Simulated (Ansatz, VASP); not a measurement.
## Ga2B: VASP beside Ansatz

```
Ga B
1.0
     4.41761    0.00000    0.00000
    -2.20881    3.82577    0.00000
     0.00000    0.00000    2.62830
Ga B
2 1
Direct
  0.33333 0.66667 0.50000
  0.66667 0.33333 0.50000
  0.00000 0.00000 0.50000
```

Alike in both runs: functional PBE; k mesh 12 × 12 × 18; occupations gaussian, width 0.1 eV; no spin polarisation.

Ansatz relaxed the structure, and its values are those at the end. VASP's run is a single point on that final structure, the one shown.

|  | VASP | Ansatz |
| --- | --- | --- |
| version | VASP 6.6.1 | Ansatz 0.2.0 |
| potentials or method | VASP PAW PBE potentials, release 64 (Ga_d, B) | scalar-relativistic, plane waves, PAW |
| plane-wave cutoff (eV) | 520 | 420 |
| valence electrons in the cell | 29 | 29 |

Ansatz gave:

| Quantity | Value |
| --- | --- |
| gap on the k mesh at the Fermi level (eV) | none |
| pressure (GPa) | 0.0 |

**Question.** Estimate VASP's values.

**Answer.** gap on the k mesh at the Fermi level (eV): none; pressure (GPa): 0.1.

A gap of «none» marks a metal or a gap that the smearing closes.
